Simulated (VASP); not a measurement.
```
SrTiO3
1.0
    3.94111     0.00000     0.00000
    0.00000     3.94111     0.00000
    0.00000     0.00000     3.94111
Sr Ti O
1 1 3
Direct
  0.00000   0.00000   0.00000
  0.50000   0.50000   0.50000
  0.50000   0.00000   0.50000
  0.00000   0.50000   0.50000
  0.50000   0.50000   0.00000
```

These are PBE GGA, VASP's PBE PAW potentials (set 64) (plane waves; VASP) values and carry that method's errors. Settings: 520 eV cut-off, 6×6×6 Γ-centred mesh, Gaussian smearing of 0.050 eV, potentials Sr_sv Ti_sv O.

Task: Predict the energy per atom (σ→0), band gap (on the k-mesh) with the smallest direct gap where there is one.

Result: 
- band gap (on the k-mesh): 1.81 eV
- smallest direct gap (on the k-mesh): 2.18 eV
- energy per atom (σ→0): -8.021 eV/atom

Only differences to runs with the same potentials and settings are physical.

The compound is SrTiO3 in the cubic perovskite structure, the ideal cubic form; the compound distorts at low or room temperature. It was relaxed first. The start is the result of an earlier pass.
